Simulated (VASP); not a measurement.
## LiF (Griceite): accuracy against cost in the SCF solver and SCF threshold

Aim: find what the SCF solver and SCF threshold change for LiF (Griceite), and what they cost. The series runs use LDA. The SCF solver tried: ALGO = Normal; ALGO = Fast; ALGO = VeryFast; ALGO = All; ALGO = Damped; AMIX = 0.1, BMIX = 0.01; AMIX = 0.8; IMIX = 1, AMIX = 0.2. The SCF threshold tried: EDIFF = 0.01; EDIFF = 0.001; EDIFF = 1E-04; EDIFF = 1E-05; EDIFF = 1E-06; EDIFF = 1E-08. The atoms of the start are displaced at random from the sites of a Fm-3m cell.

Program: VASP 6.6.1. Level of theory: LDA; plane waves and PAW (Li_sv, F). Results are calculated unless marked as measured.

### 1. Set-up

Symmetry: Cm, No. 8, monoclinic system. That holds within 0.01 Å; VASP, at its tighter tolerance, finds 1 operation. The conventional cell has a = 4.933 Å, b = 2.848 Å, c = 2.848 Å, α = 90.00°, β = 125.26°, γ = 90.00°. Nearest to Li lie 6 F at 1.98 to 2.04 Å. F has 6 Li at 1.98 to 2.04 Å nearest. Farther neighbours and most contacts between anions are not listed. That group holds within 0.01 Å; judged at 0.001 Å it is P1 (No. 1).

As a file:

```
Li F
1.0
     0.00000    2.01400    2.01400
     2.01400    0.00000    2.01400
     2.01400    2.01400    0.00000
Li F
1 1
Direct
  0.01469 0.97986 0.02021
  0.51018 0.49935 0.51060
```

### 2. SCF solver: ALGO = Normal

All solvers should reach one answer; they differ in cycles and robustness. LDA, the lowest rung, knows the local density alone.

The input, INCAR:

```
SYSTEM = LiF
PREC = Accurate
ENCUT = 650
EDIFF = 1E-06
NELM = 100
ISMEAR = -1
SIGMA = 0.05
LREAL = .FALSE.
ALGO = Normal
GGA = CA
NBANDS = 11
LORBIT = 11
LWAVE = .FALSE.
LCHARG = .FALSE.
KPAR = 2
ISIF = 2
```

The input, POSCAR:

```
LiF
1.0
    0.0000000000      2.0140000000      2.0140000000
    2.0140000000      0.0000000000      2.0140000000
    2.0140000000      2.0140000000      0.0000000000
Li F
1 1
Direct
    0.0146860000     -0.0201360000      0.0202120000
    0.5101770000      0.4993470000      0.5105960000
```

The input, KPOINTS:

```
Automatic mesh
0
Gamma
10 10 10
0 0 0
```

The projector-augmented-wave data sets are Li_sv and F (PBE family, release 64).

Started as:

```sh
mpirun -np 2 vasp_std
```

The program printed:

```text
[banner, memory and clock lines left out]
running    2 mpi-ranks, on    1 nodes
 distrk:  each k-point on    1 cores,    2 groups
 distr:  one band on    1 cores,    1 groups

 POSCAR found type information on POSCAR LiF
 POSCAR found :  2 types and       2 ions
|                                                                             |
|               ----> ADVICE to this user running VASP <----                  |
|                                                                             |
|     You enforced a specific xc type in the INCAR file but a different       |
|     [... a line on the potential file left out ...]
|     I HOPE YOU KNOW WHAT YOU ARE DOING!                                     |
|                                                                             |

 LDA part: xc-table for (Slater(with rela. corr.)+CA(PZ))
 , standard interpolation
 POSCAR, INCAR and KPOINTS ok, starting setup
 FFT: planning ... GRIDC
 FFT: planning ... GRID_SOFT
 FFT: planning ... GRID
 WAVECAR not read
 entering main loop
       N       E                     dE             d eps       ncg     rms          rms(c)
DAV:   1     0.384501519991E+02    0.38450E+02   -0.62112E+03 11288   0.108E+03
DAV:   2    -0.940810869236E+01   -0.47858E+02   -0.46774E+02 12825   0.214E+02
DAV:   3    -0.109072013425E+02   -0.14991E+01   -0.14922E+01 14083   0.340E+01
DAV:   4    -0.109298356533E+02   -0.22634E-01   -0.22630E-01 13682   0.443E+00
DAV:   5    -0.109300887575E+02   -0.25310E-03   -0.25310E-03 14351   0.345E-01    0.390E+00
DAV:   6    -0.105255060150E+02    0.40458E+00   -0.19578E+00 13077   0.911E+00    0.143E+00
DAV:   7    -0.105127037825E+02    0.12802E-01   -0.16958E-02 14918   0.122E+00    0.826E-01
DAV:   8    -0.105067265208E+02    0.59773E-02   -0.11044E-02 16143   0.119E+00    0.100E-01
DAV:   9    -0.105067230955E+02    0.34253E-05   -0.10899E-03 12427   0.328E-01    0.415E-02
DAV:  10    -0.105067347834E+02   -0.11688E-04   -0.66177E-05 14722   0.648E-02    0.768E-03
DAV:  11    -0.105067339429E+02    0.84056E-06   -0.25425E-06 13068   0.179E-02
   1 F= -.10506734E+02 E0= -.10506734E+02  d E =-.107755E-11
```

Wall time 26 s (2 MPI ranks of Intel Xeon Platinum 8259CL at 2.50GHz (Skylake/Cascade Lake), shared host); peak memory 0.41 GiB.

Lines that name or quote the potential files are left out of all logs, and their timing lines are given in words.

Parts of OUTCAR (step 2):

```text
ion  position               nearest neighbor table
   1  0.015  0.980  0.020-   2 1.98   2 1.99   2 1.99   2 2.03   2 2.04   2 2.04
   2  0.510  0.499  0.511-   1 1.98   1 1.99   1 1.99   1 2.03   1 2.04   1 2.04

  LATTYP: Found a face centered cubic cell.
 ALAT       =     4.0280000000

 Subroutine GETGRP returns: Found  1 space group operations
 (whereof  1 operations were pure point group operations)

The static configuration has the point symmetry C_1 .

 Found    504 irreducible k-points:

   k-points           NKPTS =    504   k-points in BZ     NKDIM =    504   number of bands    NBANDS=     11

   dimension x,y,z NGX =    24 NGY =   24 NGZ =   24
   dimension x,y,z NGXF=    48 NGYF=   48 NGZF=   48

   ENCUT  =  650.0 eV  47.77 Ry    6.91 a.u.   5.92  5.92  5.92*2*pi/ulx,y,z

   NELECT =      10.0000    total number of electrons

 k-points in reciprocal lattice and weights: Automatic mesh
   0.00000000  0.00000000  0.00000000       0.001
   0.10000000  0.00000000  0.00000000       0.002
   0.00000000  0.10000000  0.00000000       0.002
   0.00000000  0.00000000  0.10000000       0.002
   0.10000000  0.10000000  0.10000000       0.002
   0.20000000  0.00000000  0.00000000       0.002
   0.00000000  0.20000000  0.00000000       0.002
   0.00000000  0.00000000  0.20000000       0.002
   0.20000000  0.20000000  0.20000000       0.002
[...]
-0.30000000  0.20000000  0.50000000       0.002
   0.20000000  0.50000000 -0.30000000       0.002

 average (electrostatic) potential at core
       1 -60.1350       2 -76.6744

 E-fermi :  -0.1608

 k-point     1 :       0.0000    0.0000    0.0000
  band No.  band energies     occupation
      1     -41.0369      2.00000
      2     -20.9903      2.00000
      3      -1.4374      2.00000
      4      -1.4362      2.00000
      5      -1.4328      2.00000
      6       7.4057      0.00000
      7      21.6938      0.00000
      8      21.7688      0.00000
      9      21.8083      0.00000
     10      22.5228      0.00000
    ...

 k-point     2 :       0.1000    0.0000    0.0000
  band No.  band energies     occupation
      1     -41.0302      2.00000
      2     -20.9506      2.00000
      3      -1.7320      2.00000
      4      -1.4598      2.00000
      5      -1.4564      2.00000
      6       7.6899      0.00000
      7      19.3439      0.00000
      8      20.6711      0.00000
      9      20.6770      0.00000
     10      23.2725      0.00000
    ...

 k-point     3 :       0.0000    0.1000    0.0000
  band No.  band energies     occupation
      1     -41.0302      2.00000
      2     -20.9504      2.00000
      3      -1.7285      2.00000
      4      -1.4608      2.00000
      5      -1.4595      2.00000
      6       7.6907      0.00000
      7      19.3364      0.00000
      8      20.6661      0.00000
      9      20.6754      0.00000
     10      23.4144      0.00000
    ...

  Total       -0.6809004     -0.6749832     -0.6734091      0.0005392      0.0007874     -0.0006016
  in kB      -66.7706761    -66.1904206    -66.0360603      0.0528727      0.0772149     -0.0589929
  external PRESSURE =     -66.3323857 kB  Pullay stress =       0.0000000 kB

  energy-cutoff  :      650.00
  volume of cell :       16.34
      direct lattice vectors                 reciprocal lattice vectors
     0.000000000  2.014000000  2.014000000    -0.248262165  0.248262165  0.248262165
     2.014000000  0.000000000  2.014000000     0.248262165 -0.248262165  0.248262165
     2.014000000  2.014000000  0.000000000     0.248262165  0.248262165 -0.248262165

 POSITION                                       TOTAL-FORCE (eV/Angst)
 -----------------------------------------------------------------------------------
      2.01415      0.07028      2.00302         0.027537     -0.039741      0.042036
      2.03403      2.05584      2.03318        -0.027537      0.039741     -0.042036
 -----------------------------------------------------------------------------------
    total drift:                                0.000021     -0.000391     -0.000023

  FREE ENERGIE OF THE ION-ELECTRON SYSTEM (eV)
  ---------------------------------------------------
  free  energy   TOTEN  =       -10.5067339429 eV

  energy  without entropy=      -10.5067339429  energy(sigma->0) =      -10.50673394

 total charge
# of ion       s       p       d       tot
------------------------------------------
    1        2.018   0.064   0.000   2.083
    2        1.714   4.381   0.000   6.095
--------------------------------------------------
tot          3.732   4.446   0.000   8.178

[... 3 further parts left out ...]
```

The gap is read on the k-mesh alone, so it is an upper bound where the band edges lie off the mesh. The PAW data sets were made with PBE, though LDA sets exist; this is a small mismatch.

This step gave:

```
SCF cycles                     : 11
electrons                      : 10
bands                          : 11
irreducible k-points           : 504
symmetry operations            : 1
free energy (TOTEN)            : -10.51 eV
Fermi energy                   : -0.1608 eV
pressure                       : -6.633 GPa
metallic                       : no
valence top at k               : 0, 0, 0
conduction bottom at k         : 0, 0, 0
least direct gap at k          : 0, 0, 0
gap on the k-mesh              : 8.838 eV
least direct gap on the k-mesh : 8.838 eV
```

The series starts at -5.2534 eV an atom and -6.63 GPa, after 11 cycles in 26 s.

### 3. SCF solver: ALGO = Fast

INCAR: that of step 2 with these lines changed.

```diff
@@ -8,3 +8,3 @@
 LREAL = .FALSE.
-ALGO = Normal
+ALGO = Fast
 GGA = CA
```

POSCAR is that of step 2.

KPOINTS is that of step 2.

Started as:

```sh
mpirun -np 2 vasp_std
```

The program printed:

```text
[banner, memory and clock lines left out]
running    2 mpi-ranks, on    1 nodes
[...]
[... a notice as in an earlier step ...]

 LDA part: xc-table for (Slater(with rela. corr.)+CA(PZ))
 , standard interpolation
 POSCAR, INCAR and KPOINTS ok, starting setup
[...]
entering main loop
       N       E                     dE             d eps       ncg     rms          rms(c)
[... 5 cycles as in an earlier step ...]
RMM:   6    -0.105244774333E+02    0.40561E+00   -0.66910E-01 13479   0.638E+00    0.135E+00
RMM:   7    -0.105126290294E+02    0.11848E-01   -0.12728E-02 15713   0.116E+00    0.872E-01
RMM:   8    -0.105072554630E+02    0.53736E-02   -0.15578E-02 15981   0.144E+00    0.215E-01
RMM:   9    -0.105066737707E+02    0.58169E-03   -0.20723E-03 16815   0.453E-01    0.876E-02
RMM:  10    -0.105066891680E+02   -0.15397E-04   -0.73914E-04 17342   0.251E-01    0.405E-02
RMM:  11    -0.105067121212E+02   -0.22953E-04   -0.24004E-04 17034   0.149E-01    0.187E-02
WARNING in EDDRMM: call to ZHEGV failed, returncode =   6  3      8
RMM:  12    -0.105067264953E+02   -0.14374E-04   -0.12331E-04 17891   0.834E-02    0.817E-03
RMM:  13    -0.105067325440E+02   -0.60487E-05   -0.40260E-05 16489   0.492E-02    0.104E-02
WARNING in EDDRMM: call to ZHEGV failed, returncode =   6  3      8
RMM:  14    -0.105067358575E+02   -0.33135E-05   -0.19553E-05 14955   0.315E-02    0.136E-02
WARNING in EDDRMM: call to ZHEGV failed, returncode =   8  4      9
RMM:  15    -0.105067391094E+02   -0.32519E-05   -0.97779E-06 14241   0.200E-02    0.193E-02
WARNING in EDDRMM: call to ZHEGV failed, returncode =   6  3      6
WARNING in EDDRMM: call to ZHEGV failed, returncode =   8  4     10
RMM:  16    -0.105067427274E+02   -0.36181E-05   -0.44562E-06 13369   0.127E-02    0.254E-02
RMM:  17    -0.105067390744E+02    0.36531E-05   -0.75914E-07  9669   0.642E-03    0.198E-02
RMM:  18    -0.105067341940E+02    0.48804E-05   -0.14413E-06 14161   0.984E-03    0.553E-03
WARNING in EDDRMM: call to ZHEGV failed, returncode =   6  3      9
RMM:  19    -0.105067338821E+02    0.31186E-06   -0.68556E-07 10120   0.617E-03
   1 F= -.10506734E+02 E0= -.10506734E+02  d E =-.946968E-10
```

Run time: 51 s. Hardware: 2 MPI ranks; peak memory 0.41 GiB; 100 s of CPU time.

From OUTCAR (step 3):

```text
  Total       -0.6848218     -0.6789142     -0.6773462      0.0005300      0.0007751     -0.0006021
  in kB      -67.1552145    -66.5759052    -66.4221443      0.0519778      0.0760105     -0.0590402
  external PRESSURE =     -66.7177547 kB  Pullay stress =       0.0000000 kB

 POSITION                                       TOTAL-FORCE (eV/Angst)
 -----------------------------------------------------------------------------------
      2.01415      0.07028      2.00302         0.027436     -0.039583      0.041865
      2.03403      2.05584      2.03318        -0.027436      0.039583     -0.041865
 -----------------------------------------------------------------------------------
    total drift:                               -0.000076     -0.000215     -0.000212

  FREE ENERGIE OF THE ION-ELECTRON SYSTEM (eV)
  ---------------------------------------------------
  free  energy   TOTEN  =       -10.5067338821 eV

  energy  without entropy=      -10.5067338820  energy(sigma->0) =      -10.50673388

[... 2 parts as in an earlier step ...]

[... 1 further part left out ...]
[key lines of the parts left out:]
E-fermi :  -0.3937
```

Against the first of the series the energy stays within 0.01 meV an atom; the pressure moves by -0.04 GPa, after 19 cycles in 51 s.

### 4. SCF solver: ALGO = VeryFast

INCAR: that of step 3 with these lines changed.

```diff
@@ -8,3 +8,3 @@
 LREAL = .FALSE.
-ALGO = Fast
+ALGO = VeryFast
 GGA = CA
```

POSCAR is that of step 3.

KPOINTS is that of step 3.

Started as:

```sh
mpirun -np 2 vasp_std
```

The program printed:

```text
[... set-up lines as in an earlier step ...]
 entering main loop
       N       E                     dE             d eps       ncg     rms          rms(c)
RMM:   1     0.592385161349E+02    0.59239E+02   -0.37353E+03  5544   0.816E+02
RMM:   2     0.137104734040E+02   -0.45528E+02   -0.71779E+02  5544   0.187E+02
RMM:   3    -0.787229723438E+01   -0.21583E+02   -0.13180E+02  5544   0.883E+01
RMM:   4    -0.103008064787E+02   -0.24285E+01   -0.15353E+01  5544   0.356E+01
[...]
RMM:  15    -0.105060798421E+02    0.47726E-02   -0.17989E-02 17306   0.149E+00    0.103E-01
RMM:  16    -0.105066273024E+02   -0.54746E-03   -0.42226E-03 17534   0.573E-01    0.985E-02
RMM:  17    -0.105066115849E+02    0.15718E-04   -0.14559E-03 17987   0.301E-01    0.394E-02
WARNING in EDDRMM: call to ZHEGV failed, returncode =   8  4      9
RMM:  18    -0.105066838500E+02   -0.72265E-04   -0.63982E-04 18493   0.197E-01    0.234E-02
WARNING in EDDRMM: call to ZHEGV failed, returncode =   8  4      9
RMM:  19    -0.105067481053E+02   -0.64255E-04   -0.19262E-04 17132   0.106E-01    0.684E-02
RMM:  20    -0.105067247218E+02    0.23383E-04   -0.15098E-04 17317   0.933E-02    0.133E-02
RMM:  21    -0.105067300375E+02   -0.53157E-05   -0.46692E-05 17181   0.514E-02    0.760E-03
WARNING in EDDRMM: call to ZHEGV failed, returncode =   6  3      4
WARNING in EDDRMM: call to ZHEGV failed, returncode =   6  3      6
WARNING in EDDRMM: call to ZHEGV failed, returncode =   6  3      6
RMM:  22    -0.105067323231E+02   -0.22856E-05   -0.19720E-05 15453   0.316E-02    0.431E-03
RMM:  23    -0.105067331847E+02   -0.86161E-06   -0.78041E-06 13024   0.194E-02
   1 F= -.10506733E+02 E0= -.10506733E+02  d E =-.453961E-12
```

Elapsed: 63 s, on 2 MPI ranks; peak memory 0.41 GiB; 2.1 min of CPU time.

From OUTCAR (step 4):

```text
  Total       -0.6863716     -0.6804559     -0.6789172      0.0005337      0.0007930     -0.0006058
  in kB      -67.3071980    -66.7270928    -66.5762031      0.0523325      0.0777628     -0.0594059
  external PRESSURE =     -66.8701646 kB  Pullay stress =       0.0000000 kB

 POSITION                                       TOTAL-FORCE (eV/Angst)
 -----------------------------------------------------------------------------------
      2.01415      0.07028      2.00302         0.027471     -0.039632      0.041925
      2.03403      2.05584      2.03318        -0.027471      0.039632     -0.041925
 -----------------------------------------------------------------------------------
    total drift:                               -0.000048     -0.000252     -0.000189

  FREE ENERGIE OF THE ION-ELECTRON SYSTEM (eV)
  ---------------------------------------------------
  free  energy   TOTEN  =       -10.5067331847 eV

  energy  without entropy=      -10.5067331847  energy(sigma->0) =      -10.50673318

[... 2 parts as in an earlier step ...]

[... 1 further part left out ...]
[key lines of the parts left out:]
E-fermi :  -0.1156
```

Against the first of the series the energy stays within 0.01 meV an atom; the pressure moves by -0.05 GPa, after 23 cycles in 63 s.

### 5. SCF solver: ALGO = All

INCAR: that of step 4 with these lines changed.

```diff
@@ -8,3 +8,3 @@
 LREAL = .FALSE.
-ALGO = VeryFast
+ALGO = All
 GGA = CA
```

POSCAR is that of step 4.

KPOINTS is that of step 4.

Started as:

```sh
mpirun -np 2 vasp_std
```

The program printed:

```text
[... set-up lines as in an earlier step ...]
 entering main loop
       N       E                     dE             d eps       ncg     rms           ort
DAV:   1     0.384501519991E+02    0.38450E+02   -0.73878E+03  5544   0.116E+03
DAV:   2    -0.940810869236E+01   -0.47858E+02   -0.46774E+02  5544   0.214E+02
DAV:   3    -0.109072013425E+02   -0.14991E+01   -0.14922E+01  5544   0.340E+01
DAV:   4    -0.109298356533E+02   -0.22634E-01   -0.22630E-01  5544   0.443E+00
DAV:   5    -0.109300887575E+02   -0.25310E-03   -0.25310E-03  5544   0.345E-01
SDA:   6    -0.985921746412E+01    0.10709E+01   -0.25310E-03  5544   0.240E+01   0.000E+00
 gam= 0.000 g(H,U,f)=  0.121E+01 0.119E+01 0.163E-12 ort(H,U,f) = 0.000E+00 0.000E+00 0.000E+00
 gam= 0.000 trial= 0.400  step=  0.4930 mean=  0.4000
CGA:   7    -0.104480084769E+02   -0.58879E+00   -0.59161E+00  5544   0.108E+00  -0.400E-01
 gam= 0.045 g(H,U,f)=  0.715E-01 0.365E-01 0.351E-10 ort(H,U,f) =-0.256E+00 0.216E+00 0.182E-09
 gam= 0.045 trial= 0.409  step=  1.0062 mean=  0.4093
[...]
gam= 0.132 trial= 0.469  step=  0.7851 mean=  0.4690
CGA:   9    -0.105065699893E+02   -0.55071E-02   -0.55107E-02  5544   0.368E-03  -0.201E-04
 gam= 0.026 g(H,U,f)=  0.359E-03 0.924E-05 0.498E-16 ort(H,U,f) = 0.880E-05-0.289E-04-0.630E-16
 gam= 0.026 trial= 0.501  step=  0.8170 mean=  0.5006
CGA:  10    -0.105067202761E+02   -0.15029E-03   -0.15028E-03  5544   0.286E-04   0.459E-07
 gam= 0.078 g(H,U,f)=  0.262E-04 0.240E-05 0.231E-16 ort(H,U,f) =-0.499E-05 0.504E-05 0.395E-16
 gam= 0.078 trial= 0.532  step=  0.7979 mean=  0.5322
CGA:  11    -0.105067316929E+02   -0.11417E-04   -0.11417E-04  5544   0.433E-05  -0.299E-08
 gam= 0.152 g(H,U,f)=  0.345E-05 0.882E-06 0.958E-17 ort(H,U,f) =-0.133E-05 0.133E-05 0.185E-16
 gam= 0.152 trial= 0.559  step=  0.8869 mean=  0.5588
CGA:  12    -0.105067336150E+02   -0.19221E-05   -0.19220E-05  5544   0.649E-06   0.560E-09
 gam= 0.150 g(H,U,f)=  0.538E-06 0.111E-06 0.165E-17 ort(H,U,f) =-0.306E-06 0.306E-06 0.545E-17
 gam= 0.150 trial= 0.592  step=  0.8962 mean=  0.5916
CGA:  13    -0.105067339058E+02   -0.29077E-06   -0.29078E-06  5544   0.817E-07  -0.699E-10
 gam= 0.126 g(H,U,f)=  0.693E-07 0.123E-07 0.231E-18 ort(H,U,f) =-0.457E-07 0.456E-07 0.954E-18
 gam= 0.126 trial= 0.622  step=  0.8302 mean=  0.6221
 final diagonalization occupied
   1 F= -.10506734E+02 E0= -.10506734E+02  d E =-.868119E-10
```

The job ended after 29 s (2 MPI ranks; peak memory 0.63 GiB).

OUTCAR, selected parts (step 5):

```text
  Total       -0.6842997     -0.6783849     -0.6768179      0.0005360      0.0007796     -0.0005959
  in kB      -67.1040196    -66.5240043    -66.3703352      0.0525640      0.0764524     -0.0584318
  external PRESSURE =     -66.6661197 kB  Pullay stress =       0.0000000 kB

 POSITION                                       TOTAL-FORCE (eV/Angst)
 -----------------------------------------------------------------------------------
      2.01415      0.07028      2.00302         0.027438     -0.039582      0.041862
      2.03403      2.05584      2.03318        -0.027438      0.039582     -0.041862
 -----------------------------------------------------------------------------------
    total drift:                               -0.000089     -0.000202     -0.000229

  FREE ENERGIE OF THE ION-ELECTRON SYSTEM (eV)
  ---------------------------------------------------
  free  energy   TOTEN  =       -10.5067339058 eV

  energy  without entropy=      -10.5067339057  energy(sigma->0) =      -10.50673391

[... 2 parts as in an earlier step ...]

[... 1 further part left out ...]
[key lines of the parts left out:]
E-fermi :  -0.3893
```

Against the first of the series the energy stays within 0.01 meV an atom; the pressure moves by -0.03 GPa, after 13 cycles in 29 s.

(Continued in part 2 of 3.)

[Lines on the potential files, build, host, timing and source positions are cut from VASP's logs without a mark.]

[Logs are printed without paths, hosts, clocks, repeated set-up lines and the standing remarks that a program may print on its own settings, such as how far it seeks lower states.]

[Hosts, paths, dates, database ids (printed as entryN), source tags and the programs' standing remarks are cut or masked in the printed files.]

[A measured line is paired with the nearest computed mode of its activity, which favours agreement.]
